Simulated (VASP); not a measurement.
The system is InAs.

```xyz
2
Lattice="0.0000 3.0180 3.0180 3.0180 0.0000 3.0180 3.0180 3.0180 0.0000" Properties=species:S:1:pos:R:3 pbc="T T T"
In    0.0000    0.0000    0.0000
As    1.5090    1.5090    1.5090
```

| Item | Value |
| --- | --- |
| Program | VASP 6.6.1 |
| Task | relaxation of cell and atoms |
| Functional | PBE |
| Potentials or basis | VASP PAW PBE potentials, release 64 (In_d, As) |
| Cutoff | 600 eV |
| k mesh | 10 × 10 × 10 |
| Occupations | gaussian, width 0.03 eV |
| Spin | no spin polarisation |

At the start: pressure 4.4 GPa; volume 27.49 Å³/atom.

Q: How do energy, volume and symmetry change on relaxing?

A: Over 3 steps the energy falls by 27.1 meV/atom and the volume is 29.62 Å³/atom (+7.8 %); space group F-43m (No. 216, to 0.05 Å).

Step by step:
```
step  energy change (eV)  largest force (eV/Å)  pressure (GPa)  volume (Å³)
   1              0.0000                0.0000            4.37        54.98
   2             -0.0455                0.0000           -1.45        61.16
   3             -0.0543                0.0000            0.03        59.24
```

Final structure:
```
In As
1.0
     0.00000    3.09413    3.09413
     3.09413    0.00000    3.09413
     3.09413    3.09413    0.00000
In As
1 1
Direct
  0.00000 0.00000 0.00000
  0.25000 0.25000 0.25000
```
